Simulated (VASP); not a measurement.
Input:

```yaml
crystal:
  lattice:
    - [0.00000, 2.39906, 2.39906]
    - [2.39906, 0.00000, 2.39906]
    - [2.39906, 2.39906, 0.00000]
  atoms:
    - { symbol: Lu, position: [0.00000, 0.00000, 0.00000] }
```

These are PBEsol GGA with spin-orbit coupling, VASP's PBE PAW potentials (set 64) (plane waves; VASP) values and carry that method's errors. Run with 400 eV cut-off, 12×12×12 Γ-centred mesh, Gaussian smearing of 0.050 eV, potentials Lu_3.

### Question
Predict the energy per atom (σ→0), band gap (over mesh and band path) with the smallest direct gap where there is one.

### Answer

```
Quantity                                                               Value
----------------------------------  ----------------------------------------
band gap (over mesh and band path)  none (metal, semimetal or under 0.01 eV)
energy per atom (σ→0)                                         -5.185 eV/atom
```

Total energies compare only between runs with the same potentials, cut-off and functional.

The structure was generated: Lu was put into the fcc type (Fm-3m), which need not be its known phase. It was relaxed first, which changed the volume by -7 %.
